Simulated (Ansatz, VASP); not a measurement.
**Cross-check of Sb (antimonene monolayer) between VASP and Ansatz**

Aim: how closely do two programs agree when they are given the same cell, functional and k mesh? The structure shown is the start of the Ansatz relaxation below; VASP solves that cell, so the two are compared at the walk's first step.

Main program and level: Ansatz 0.2.0; plane waves, with VASP 6.6.1 beside it; single point at PBE with D3(BJ).

## Step 1: Starting point

The cell holds 2 atoms: 2 Sb. Its edges and angles: a = 4.120 Å, b = 4.120 Å, c = 27.100 Å, α = 90.0°, β = 90.0°, γ = 120.0°. Vacuum lies along c. The height across the vacuum is the one that the program set for its solve, not the one typed.

Coordinates:

```cif
data_structure
_symmetry_space_group_name_H-M 'P 1'
_symmetry_Int_Tables_number 1
_cell_length_a 4.1200
_cell_length_b 4.1200
_cell_length_c 27.1000
_cell_angle_alpha 90.000
_cell_angle_beta 90.000
_cell_angle_gamma 120.000
_cell_volume 398.38
loop_
_atom_site_label
_atom_site_type_symbol
_atom_site_fract_x
_atom_site_fract_y
_atom_site_fract_z
_atom_site_occupancy
Sb1 Sb 0.66667 0.33333 0.33210 1
Sb2 Sb 0.33333 0.66667 0.39299 1
```

## Step 2: Ansatz: relaxation, PBE with D3(BJ)

Ansatz runs on its default PAW (the set named soft_2) files.

The two programs are compared at the cell with which this relaxation starts, whose forces are those of its first step.

Contents of input.yaml:

```yaml
crystal:
  lattice:
    - [4.12, 0.0, 0.0]
    - [-2.06, 3.5680246636, 0.0]
    - [0.0, 0.0, 19.65]
  atoms:
    - { symbol: Sb, position: [0.6666666667, 0.3333333333, 0.4580152672] }
    - { symbol: Sb, position: [0.3333333333, 0.6666666667, 0.5419847328] }
  periodic: [true, true, false]
kpoints:
  mp_grid: { grid: [12, 12, 1] }
hamiltonian:
  xc: pbe
  dispersion: d3bj
scf:
  occupations: { method: fermi_dirac, width: 0.05 }
  convergence: { dr2_threshold: 1.0e-09 }
relax:
  f_tol: 0.004
  max_steps: 90
  cell: {}
output:
  write_potential: true
  write_density: true
  volumetric_format: npy
```

The run is started by

```bash
$ ansatz run input.yaml --threads 2 --pin off --max-ram 3072MiB --backend cpu --events-out ev --progress --plain --runs-dir out
```

Numbers of over 12 decimals in the logs are rounded to 6 here.

The log of the run:

```text
Warning: crystal.periodic: the lattice vector that does not repeat stood 0.000° off the slab's normal, 19.650 Å along it as the deck builds it. The run solves the slab on a vector along the normal, 27.100 Å long, with every atom where it was (on the deck's vector they left 18.00 Å outside them, and the widest stretch free of ions among them is 1.65 Å). A fractional position that the run reports is one of the run's ce [...]
Warning: relax.cell: scf.convergence.dr2_threshold = 1e-9 eV is looser than the 1.4735950195e-10 eV advised for a relaxation that steers and ends on the stress (1e-10 eV for each atom of the cell: 2, times the square of relax.cell.stress_2d_tol = 0.05 N/m over 11.6 Å (the atoms' height at the walk's start and 5 Å past either face), 4.292e-2 GPa, over a crystal's default 0.05). What an SCF threshold leaves in a stress goes as its square root, and in the free energy as the threshold itself, and one threshold admits the most on a small cell: [figures from the program's tests cut] Set scf.convergence.dr2_threshold to 1.4735950195e-10 eV or tighter. [rest of the remark cut]
crystal.periodic: the lattice vector that does not repeat stood 0.000° off the slab's normal, 19.650 Å along it as the deck builds it. The run solves the slab on a vector along the normal, 27.100 Å long, with every atom where it was (on the deck's vector they left 18.00 Å outside them, and the widest stretch free of ions among them is 1.65 Å). A fractional position that the run reports is one of the run's cell, which [...]
Engine: ansatz 0.2.0, aarch64-unknown-linux-gnu
Pseudopotentials: kind: paw
Pseudopotential: Sb, paw, valence charge 15, recommended cutoff 420 eV (normal), Sb.paw.azcp
Functional definition: PBE
  parameter kappa = 0.804
  parameter beta = 0.066725
  exchange = pbe_x(kappa = kappa, mu = beta*pi^2/3)
  correlation = pbe_c(beta = beta)
Crystal: 2 atoms, lattice volume = 398.377 Å³
Basis set: ecut = 420 eV, 7687 PW (Γ), exchange–correlation on 60×60×384 points (8 copies of the dense FFT grid, shifted against one another)
Bands: 19, of which v1, the nominal top of the filled ones, is band 15 counted from 1 (14 counted from 0)
Symmetry: 12 space group operations
Space group: P-3m1 (ITA 164), of the structure as read, at distance tolerance 7.4e-5 Å
k-points: 19 of 144
Non-local potential: Sb, projectors of the file, l = 0: 2, l = 1: 2, l = 2: 2, l = 3: 2
PAW form: soft (Blöchl's): semilocal exchange-correlation on the pseudo side does not see the compensation charge
[...]
SCF iter   2: F=—  HF=-12969.289921 eV  |F-HF|=—  |Δ(HF+E_count)|=   4.23e-4  Δρ=2.29e-4  dr2=1.22e-4  ethr=4.05e-6  ⟨swp⟩=3.2  Hψ=799  notcnv=0
SCF iter   3: F=—  HF=-12969.289891 eV  |F-HF|=—  |Δ(HF+E_count)|=   3.04e-5  Δρ=9.59e-5  dr2=1.80e-5  ethr=4.07e-7  ⟨swp⟩=3.1  Hψ=688  notcnv=0
SCF iter   4: F=—  HF=-12969.289890 eV  |F-HF|=—  |Δ(HF+E_count)|=   6.61e-7  Δρ=3.70e-5  dr2=2.79e-6  ethr=6.00e-8  ⟨swp⟩=2.6  Hψ=488  notcnv=0
SCF iter   5: F=—  HF=-12969.289926 eV  |F-HF|=—  |Δ(HF+E_count)|=   3.57e-5  Δρ=7.66e-6  dr2=1.01e-7  ethr=9.30e-9  ⟨swp⟩=2.8  Hψ=713  notcnv=0
SCF iter   6: F=—  HF=-12969.289926 eV  |F-HF|=—  |Δ(HF+E_count)|=   3.15e-9  Δρ=9.26e-7  dr2=1.36e-9  ethr=3.38e-10  ⟨swp⟩=2.6  Hψ=687  notcnv=0
SCF iter   7: F=-12969.289926 eV  HF=-12969.289926 eV  |F-HF|=2.36e-11  |Δ(HF+E_count)|=  6.58e-10  Δρ=9.07e-8  dr2=2.90e-11  ethr=3.33e-12  ⟨swp⟩=11.5  Hψ=2608  notcnv=0
SCF 3 converged in 7 iterations: F = -12969.289926 eV  dr2 = 2.90e-11
relax step   3: F+E_penalty+E_count = -12969.28992572 eV  Δ(F+E_penalty+E_count) = -5.664e-3 eV  max|allowed force component| = 2.156e-2 eV/Å  Δτ_max = 0.0170 Å  P = -0.094 N/m  Ω = 390.330 Å³  energy of the carried Pulay correction = +2.462e-4 eV  fix = [c, alpha, beta]  reactions: c -0.000 N/m  (7 SCF iters, accepted)
[...]
relax step   4: F+E_penalty+E_count = -12969.29028732 eV  Δ(F+E_penalty+E_count) = -3.616e-4 eV  max|allowed force component| = 4.252e-3 eV/Å  Δτ_max = 0.0033 Å  P = -0.016 N/m  Ω = 388.411 Å³  energy of the carried Pulay correction = +3.057e-4 eV  fix = [c, alpha, beta]  reactions: c -0.000 N/m  (5 SCF iters, accepted)
[...]
relax step   5: F+E_penalty+E_count = -12969.29029940 eV  Δ(F+E_penalty+E_count) = -1.208e-5 eV  max|allowed force component| = 5.998e-4 eV/Å  Δτ_max = 0.0000 Å  P = -0.001 N/m  Ω = 388.171 Å³  energy of the carried Pulay correction = +3.132e-4 eV  fix = [c, alpha, beta]  reactions: c -0.000 N/m  (4 SCF iters, accepted)
[...]
relax step   6: F+E_penalty+E_count = -12969.28996539 eV  Δ(F+E_penalty+E_count) = +3.340e-4 eV  max|allowed force component| = 5.287e-4 eV/Å  Δτ_max = 0.0000 Å  P = +0.001 N/m  Ω = 388.171 Å³  fix = [c, alpha, beta]  reactions: c +0.000 N/m  stress off target by 6.16e-4 N/m on what of the cell is left free  SCF on the basis re-selected at this cell (its energy is not comparable with the rows above)  (4 SCF iters)
basis re-selected at this cell: Δ(F+E_penalty+E_count) = +3.340e-4 eV, ΔP = +0.001 N/m vs the last step (what re-selecting the basis moved, of the pressure what is left beyond the Pulay correction that the steps carried, after the strain that the cell walked since its last selection, with what the two solves' SCF thresholds leave and, on support functions, any second-order correction that the steps lacked; it is no m [...]
SCF converged after 4 iterations
Free energy (F): -12969.289965 eV
Harris-Foulkes:  -12969.289965 eV  (|F-HF|=1.51e-10)
Internal energy: -12969.289965 eV  (E = F + TS)
E sigma→0 (E₀):  -12969.289965 eV
Entropy (-TS):   -0.000001 eV (-0.000 meV/atom)
Fermi energy:    -4.134345 eV
--- Per-component energies (eV) ---
  E_band       = -757.495751
  E_kinetic    = 412.967246
  E_local      = -35527.504945  (includes V_loc(G=0)·N_el)
  E_nonlocal   = 724.321366
  E_hartree    = 17406.253734
  E_xc         = -275.934451
  E_vxc        = -191.068208  (∫ρ·V_xc dr)
  E_paw        = -9150.587914  (= ΣΔE_a)
  E_vpaw       = -988.719923  (= ΣTr[D̂ρ^β])
  E_aug_tail   = -0.000003  (compensation charges beyond the density's cutoff)
  E_ewald      = 13441.668417
  E_disp       = -0.473415  (pairwise vdW)
  E_smearing   = -0.000001  (= −TS)
  E_closure    = 0.000000  (closes the sum)
  Σ components = -12969.289965   (vs F -12969.289965, Δ=0.00e0)
--- Forces (eV/Å), atoms counted from 1 ---
  atom   1  Sb     0.00000000     0.00000000     0.00052874
  atom   2  Sb     0.00000000    -0.00000000    -0.00052874
  max |Σ_I F_I| component: 9.25e-18 eV/Å
--- 2D stress c σ (N/m, compression-positive) ---
        0.000616      -0.000000       0.000000
       -0.000000       0.000616       0.000000
        0.000000       0.000000       0.000000
  P = ½ c Tr σ = 0.0006 N/m
--- Band table (eV; the first three rows and the last of 19) ---
  k-point 0: bands = [... 11 lower, -11.1813, -5.5098, -4.6922, -4.6922, -3.0270, -1.9081, -1.9081, -0.5403]
  k-point 1: bands = [... 11 lower, -11.1711, -5.4739, -5.4400, -4.8710, -2.5613, -1.9866, -1.7407, -0.4302]
  k-point 2: bands = [... 11 lower, -11.1739, -6.5629, -5.3959, -5.2656, -2.9508, -1.4243, -1.3758, -0.1753]
  k-point 18: bands = [... 11 lower, -13.2788, -8.3767, -6.6494, -6.6494, -3.3742, -1.2020, -1.2020, 1.8356]
  the weakly bound empty levels are not read free of the cell's end (no_gap_told)
--- Relaxed structure (5 steps of the walk, 5 accepted, 1 SCFs on fresh bases) ---
  F+E_penalty+E_count = -12969.28996539 eV   max|allowed force component| = 5.287e-4 eV/Å   (the final SCF, on the basis selected at the relaxed cell)
  cell:  # Å, volume = 388.1707 Å³
    - [4.066880, 0, 0]
    - [-2.033440, 3.522022, 0]
    - [0, 0, 27.09999999808]
  atoms:
    - { symbol: Sb, position: [0.666667, 0.333333, 0.332084] }
    - { symbol: Sb, position: [0.333333, 0.666667, 0.393008] }
```

## Step 3: VASP: single point, PBE with D3(BJ), start cell

The same cell, functional, mesh and smearing now go to VASP, with its own data sets.

Lines of VASP's logs that name or quote its potential files are left out, and so is its time.

Contents of INCAR:

```
SYSTEM = Sb
PREC = Accurate
ENCUT = 400
EDIFF = 1E-06
NELM = 120
ISMEAR = -1
SIGMA = 0.05
LREAL = .FALSE.
ALGO = Normal
GGA = PE
IVDW = 12
NBANDS = 11
LORBIT = 11
LWAVE = .FALSE.
LCHARG = .FALSE.
ISIF = 2
LDIPOL = .TRUE.
IDIPOL = 3
DIPOL = 0.5 0.5 0.363
LVHAR = .TRUE.
LASPH = .TRUE.
GGA_COMPAT = .FALSE.
EFERMI = MIDGAP
NELMDL = -8
```

Contents of POSCAR:

```
Sb
1.0
    4.1200000000      0.0000000000      0.0000000000
   -2.0600000000      3.5680250000      0.0000000000
    0.0000000000      0.0000000000     27.1000000000
Sb
2
Direct
    0.6666667134      0.3333334268      0.3321033210
    0.3333332866      0.6666665732      0.3929889299
```

Contents of KPOINTS:

```
Automatic mesh
0
Gamma
12 12 1
0 0 0
```

PAW data sets: Sb (PBE family, release 64).

The run is started by

```bash
$ mpirun -np 1 vasp_std
```

The log of the run:

```text
[banner, memory and clock lines left out]
running    1 mpi-ranks, on    1 nodes
 distrk:  each k-point on    1 cores,    1 groups
 distr:  one band on    1 cores,    1 groups

 POSCAR found type information on POSCAR Sb
 POSCAR found :  1 types and       2 ions
 LDA part: xc-table for (Slater+PW92), standard interpolation
 POSCAR, INCAR and KPOINTS ok, starting setup
 FFT: planning ... GRIDC
 FFT: planning ... GRID_SOFT
 FFT: planning ... GRID
 WAVECAR not read
 entering main loop
       N       E                     dE             d eps       ncg     rms          rms(c)
DAV:   1     0.513720289406E+02    0.51372E+02   -0.21840E+03   418   0.445E+02
DAV:   2    -0.371529487198E+01   -0.55087E+02   -0.50904E+02   659   0.803E+01
DAV:   3    -0.807430553812E+01   -0.43590E+01   -0.43523E+01   597   0.305E+01
DAV:   4    -0.814820120473E+01   -0.73896E-01   -0.73887E-01   519   0.498E+00
DAV:   5    -0.815024283655E+01   -0.20416E-02   -0.20416E-02   581   0.940E-01
DAV:   6    -0.815033343699E+01   -0.90600E-04   -0.90601E-04   584   0.145E-01
DAV:   7    -0.815034100077E+01   -0.75638E-05   -0.75637E-05   606   0.261E-02
DAV:   8    -0.815034106453E+01   -0.63754E-07   -0.63758E-07   448   0.255E-03    0.291E+00
DAV:   9    -0.812441008362E+01    0.25931E-01   -0.12831E-02   484   0.582E-01    0.180E+00
DAV:  10    -0.810644419739E+01    0.17966E-01   -0.34462E-02   490   0.948E-01    0.991E-02
DAV:  11    -0.810637072951E+01    0.73468E-04   -0.17705E-03   536   0.225E-01    0.390E-02
DAV:  12    -0.810617475106E+01    0.19598E-03   -0.27444E-04   555   0.832E-02    0.194E-02
DAV:  13    -0.810616036958E+01    0.14381E-04   -0.56141E-05   495   0.328E-02    0.119E-02
DAV:  14    -0.810619232763E+01   -0.31958E-04   -0.39758E-05   462   0.221E-02    0.643E-03
DAV:  15    -0.810630441276E+01   -0.11209E-03   -0.24389E-05   473   0.181E-02    0.295E-03
DAV:  16    -0.810635644011E+01   -0.52027E-04   -0.56252E-06   533   0.878E-03    0.166E-03
DAV:  17    -0.810638635889E+01   -0.29919E-04   -0.14985E-06   531   0.437E-03    0.982E-04
DAV:  18    -0.810641069749E+01   -0.24339E-04   -0.12148E-06   551   0.304E-03    0.559E-04
DAV:  19    -0.810642102556E+01   -0.10328E-04   -0.38201E-07   552   0.160E-03    0.430E-04
DAV:  20    -0.810642635662E+01   -0.53311E-05   -0.12969E-07   461   0.924E-04    0.220E-04
DAV:  21    -0.810642835378E+01   -0.19972E-05   -0.48341E-08   435   0.559E-04    0.919E-05
DAV:  22    -0.810642919268E+01   -0.83890E-06   -0.21266E-08   415   0.316E-04
   1 F= -.85669831E+01 E0= -.85669829E+01  d E =-.254750E-06
```

OUTCAR, selected parts (step 3):

```text
ion  position               nearest neighbor table
   1  0.667  0.333  0.332-   2 2.89   2 2.89   2 2.89
   2  0.333  0.667  0.393-   1 2.89   1 2.89   1 2.89

  LATTYP: Found a hexagonal cell.
 ALAT       =     4.1200000000
 C/A-ratio  =     6.5776699029

 Subroutine GETGRP returns: Found 12 space group operations
 (whereof  6 operations were pure point group operations)

The static configuration has the point symmetry C_3v.
 The point group associated with its full space group is D_3d.

 Found     19 irreducible k-points:

   k-points           NKPTS =     19   k-points in BZ     NKDIM =     19   number of bands    NBANDS=     11

   dimension x,y,z NGX =    28 NGY =   28 NGZ =  180
   dimension x,y,z NGXF=    56 NGYF=   56 NGZF=  360

   ENCUT  =  400.0 eV  29.40 Ry    5.42 a.u.   6.72  6.72 44.19*2*pi/ulx,y,z

   NELECT =      10.0000    total number of electrons

 k-points in reciprocal lattice and weights: Automatic mesh
   0.00000000  0.00000000  0.00000000       0.007
   0.08333333 -0.00000000  0.00000000       0.042
   0.16666667  0.00000000  0.00000000       0.042
   0.25000000 -0.00000000  0.00000000       0.042
   0.33333333  0.00000000  0.00000000       0.042
   0.41666667  0.00000000  0.00000000       0.042
   0.50000000 -0.00000000  0.00000000       0.021
   0.08333333  0.08333333  0.00000000       0.042
   0.16666667  0.08333333  0.00000000       0.083
[...]
0.33333333  0.25000000  0.00000000       0.083
   0.33333333  0.33333333  0.00000000       0.014

 dipolmoment           0.000000      0.000000      0.000001 electrons x Angstroem

 average (electrostatic) potential at core
       1 -95.3708       2 -95.3708

 E-fermi :  -2.4871

 k-point     1 :       0.0000    0.0000    0.0000
  band No.  band energies     occupation
      1     -14.3424      2.00000
      2      -9.4084      2.00000
      3      -3.7038      2.00000
      4      -3.0888      1.99999
      5      -3.0888      1.99999
      6      -1.5391      0.00000
      7      -0.3171      0.00000
      8      -0.3171      0.00000
      9       1.1949      0.00000
     10       1.4480      0.00000
    ...

 k-point     2 :       0.0833   -0.0000    0.0000
  band No.  band energies     occupation
      1     -14.2690      2.00000
      2      -9.4062      2.00000
      3      -3.8113      2.00000
      4      -3.6717      2.00000
      5      -3.2573      2.00000
      6      -1.0401      0.00000
      7      -0.4126      0.00000
      8      -0.1557      0.00000
      9       1.2939      0.00000
     10       1.5322      0.00000
    ...

 k-point     3 :       0.1667    0.0000    0.0000
  band No.  band energies     occupation
      1     -14.0514      2.00000
      2      -9.4332      2.00000
      3      -4.8716      2.00000
      4      -3.6319      2.00000
      5      -3.6089      2.00000
      6      -1.3285      0.00000
      7       0.1572      0.00000
      8       0.1631      0.00000
      9       1.5347      0.00000
     10       1.7755      0.00000
    ...

 Edisp (eV)   -0.46055

  Total      -0.55326    -0.55326    -0.14017     0.00000     0.00000     0.00000
  in kB      -2.22507    -2.22507    -0.56375     0.00000     0.00000     0.00000
  external pressure =       -1.67 kB  Pullay stress =        0.00 kB

  energy-cutoff  :      400.00
  volume of cell :      398.38
      direct lattice vectors                 reciprocal lattice vectors
     4.120000000  0.000000000  0.000000000     0.242718447  0.140133547  0.000000000
    -2.060000000  3.568025000  0.000000000     0.000000000  0.280267095  0.000000000
     0.000000000  0.000000000 27.100000000     0.000000000  0.000000000  0.036900369

 POSITION                                       TOTAL-FORCE (eV/Angst)
 -----------------------------------------------------------------------------------
      2.06000      1.18934      9.00000        -0.000000      0.000000      0.081649
      0.00000      2.37868     10.65000         0.000000     -0.000000     -0.081649
 -----------------------------------------------------------------------------------
    total drift:                                0.000000     -0.000000      0.000006

  FREE ENERGIE OF THE ION-ELECTRON SYSTEM (eV)
  ---------------------------------------------------
  free  energy   TOTEN  =        -8.5669830700 eV

  energy  without entropy=       -8.5669828152  energy(sigma->0) =       -8.56698294

 vacuum level on the upper side and lower side of the slab         1.731         1.731

 total charge
# of ion       s       p       d       tot
------------------------------------------
    1        1.212   1.159   0.026   2.397
    2        1.212   1.159   0.026   2.397
--------------------------------------------------
tot          2.424   2.318   0.052   4.793

[... 3 further parts left out ...]
```

## Step 4: Differences

Known differences besides the potentials themselves: Ansatz cuts the interaction across the vacuum, VASP repeats the sheet with a dipole correction; the data sets hold 30 valence electrons in Ansatz (on its default PAW (the set named soft_2) files) and 10 in VASP; the cutoff is 420 eV in Ansatz and 400 eV in VASP. Total energies have different zeros and are not compared.

Forces (eV/Å; atoms numbered as in POSCAR):

```tsv
atom	Ansatz x, y, z	VASP x, y, z
Sb1	0.000, 0.000, 0.161	0.000, 0.000, 0.082
Sb2	0.000, 0.000, -0.161	0.000, 0.000, -0.082
```

The forces differ by 46 meV/Å r.m.s., which is 96.7 % of the r.m.s. force of 0.047 eV/Å (both taken over all components). With vacuum in the cell, a pressure given here is an average over mostly empty space and none of the material.

## Step 5: Other set-ups

Further runs change the set-up of one program: Ansatz's method, potentials or start, or VASP's data sets, cutoff or form of LDA. The table gives that difference for each run.

```tsv
run	r.m.s. force difference (meV/Å)
as above	46
VASP with the data sets Sb_d_GW	1.4
```

## Step 6: What came out

| Quantity | Value |
| --- | --- |
| r.m.s. force difference (single point, PBE with D3(BJ), start cell) | 46 meV/Å |

**Reading.** The r.m.s. force difference is 46 meV/Å (single point, PBE with D3(BJ), start cell), beyond the 12 meV/Å picked in this series as the mark of a large difference. The data sets hold unlike numbers of valence electrons (30 in Ansatz and 10 in VASP), so part of the differences comes from the potentials. Single point, PBE with D3(BJ), start cell, VASP with the data sets Sb_d_GW: r.m.s. force difference goes from 46 to 1.4 meV/Å. 1 further run of this series is not shown here. Such differences can come from data sets, numerical settings and the points named under the comparisons, not from the functional's error against experiment.

[Lines on the potential files, build, host, timing and source positions are cut from VASP's logs without a mark.]

[Logs are printed without paths, hosts, clocks, repeated set-up lines and the standing remarks that a program may print on its own settings, such as how far it seeks lower states.]

[Hosts, paths, dates, database ids (printed as entryN), source tags and the programs' standing remarks are cut or masked in the printed files.]
